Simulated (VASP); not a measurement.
Computed with LDA (Ceperley-Alder, Perdew-Zunger), VASP's LDA PAW potentials (set 64) (plane waves; VASP). Each cell was relaxed at this level, without spin-orbit coupling.

Problem. Which of these comes out without a gap?
(A) Be2C, Fm-3m (225)
(B) CaO, Fm-3m (225)
(C) LiF, Fm-3m (225)
(D) TiS2, P-3m1 (164)

Solution. D, TiS2, P-3m1 (164). The others have gaps of 9.71 eV (LiF, Fm-3m (225)), 3.42 eV (CaO, Fm-3m (225)), 1.20 eV (Be2C, Fm-3m (225)).
